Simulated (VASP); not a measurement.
OSZICAR of a VASP run on Te (relaxed from the hcp structure, space group P6_3/mmc):

### OSZICAR
```
       N       E                     dE             d eps       ncg     rms          rms(c)
DAV:   1    -0.306172489720E+01   -0.30617E+01   -0.42236E+03  1900   0.814E+02
DAV:   2    -0.503491950837E+02   -0.47287E+02   -0.46324E+02  2828   0.126E+02
DAV:   3    -0.523885883895E+02   -0.20394E+01   -0.20321E+01  2218   0.313E+01
DAV:   4    -0.524128651299E+02   -0.24277E-01   -0.24244E-01  2194   0.425E+00
DAV:   5    -0.524132833928E+02   -0.41826E-03   -0.41843E-03  2158   0.546E-01    0.782E+00
DAV:   6    -0.502403313423E+02    0.21730E+01   -0.21019E-01  1934   0.432E+00    0.595E+00
DAV:   7    -0.499408127298E+02    0.29952E+00   -0.59742E-01  1916   0.570E+00    0.533E+00
DAV:   8    -0.502589889823E+02   -0.31818E+00   -0.52431E-01  1912   0.555E+00    0.122E+00
DAV:   9    -0.503519666190E+02   -0.92978E-01   -0.42715E-02  1958   0.180E+00    0.149E-01
DAV:  10    -0.503634563056E+02   -0.11490E-01   -0.60190E-03  2034   0.657E-01    0.270E-01
DAV:  11    -0.503632523514E+02    0.20395E-03   -0.22061E-04  2060   0.124E-01    0.265E-01
DAV:  12    -0.503622715294E+02    0.98082E-03   -0.31840E-03  1940   0.549E-01    0.321E-01
DAV:  13    -0.503645864025E+02   -0.23149E-02   -0.17399E-03  1932   0.368E-01    0.106E-01
DAV:  14    -0.503644442697E+02    0.14213E-03   -0.11421E-04  2064   0.120E-01    0.692E-02
DAV:  15    -0.503645660127E+02   -0.12174E-03   -0.75188E-05  1932   0.951E-02    0.523E-02
DAV:  16    -0.503645716081E+02   -0.55954E-05   -0.14420E-05  2110   0.297E-02    0.278E-02
DAV:  17    -0.503645742640E+02   -0.26559E-05   -0.22854E-06  1936   0.195E-02    0.253E-02
DAV:  18    -0.503645743739E+02   -0.10991E-06   -0.17124E-07  1294   0.436E-03    0.217E-02
DAV:  19    -0.503645737079E+02    0.66595E-06   -0.63551E-07  1928   0.101E-02    0.445E-03
DAV:  20    -0.503645731438E+02    0.56412E-06   -0.45883E-07  1932   0.854E-03    0.953E-03
DAV:  21    -0.503645744181E+02   -0.12743E-05   -0.11853E-07  1164   0.379E-03    0.463E-03
DAV:  22    -0.503645743719E+02    0.46141E-07   -0.14966E-08   990   0.116E-03
   1 F= -.50364574E+02 E0= -.50364574E+02  d E =0.000000E+00
       N       E                     dE             ncg
```

### Question
Which electronic solver shows in the log?

### Answer
It is blocked Davidson (ALGO = Normal, or the opening steps of other solvers). The INCAR had ALGO = Normal.

### Question
Can the final energy be trusted as converged?

### Answer
The run converged. It stopped with EDIFF = 1E-7, NELM = 100 (r2SCAN meta-GGA, plane waves, VASP's PBE PAW potentials (set 64)).

The structure was generated: Te was put into the hcp type (P6_3/mmc), which need not be its known phase. It was relaxed first, which changed the volume by +11 %.
